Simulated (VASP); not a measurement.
Consider the following.

```
CSi
1.0
   -1.77504     5.37627     5.03278
    3.68595    -0.08471     3.47948
    1.80062     1.80062     0.00000
Si C
4 4
Direct
  0.88370   0.07986   0.03644
  0.24130   0.04514   0.21356
  0.88370   0.57986   0.03644
  0.24130   0.54514   0.21356
  0.53422   0.98530   0.98048
  0.59078   0.13970   0.26952
  0.53422   0.48530   0.98048
  0.59078   0.63970   0.26952
```

Calculation: PBEsol GGA, VASP's PBE PAW potentials (set 64) (plane waves; VASP). Settings: 520 eV cut-off, 5×8×16 Γ-centred mesh, tetrahedra with Blöchl corrections, potentials Si C.

The cores are frozen, which limits the accuracy of field gradients.

### Question
Give the principal components of the electric field gradient (V/Å²) and the asymmetry η at each nucleus.

### Answer

```csv
atom,Vxx,Vyy,Vzz,η
Si1,-9.1,-0.3,9.5,0.93
Si2,-9.1,-0.3,9.5,0.93
Si3,-9.1,-0.3,9.5,0.93
Si4,-9.1,-0.3,9.5,0.93
C5,-4.5,-3.6,8.2,0.11
C6,-4.5,-3.6,8.2,0.11
C7,-4.5,-3.6,8.2,0.11
C8,-4.5,-3.6,8.2,0.11
```

The structure was generated: C4Si4 was put into an ordered model structure (R-3m), which need not be its known phase. It was relaxed first, which changed the volume by -13 %. The relaxed cell has space group C2/m.
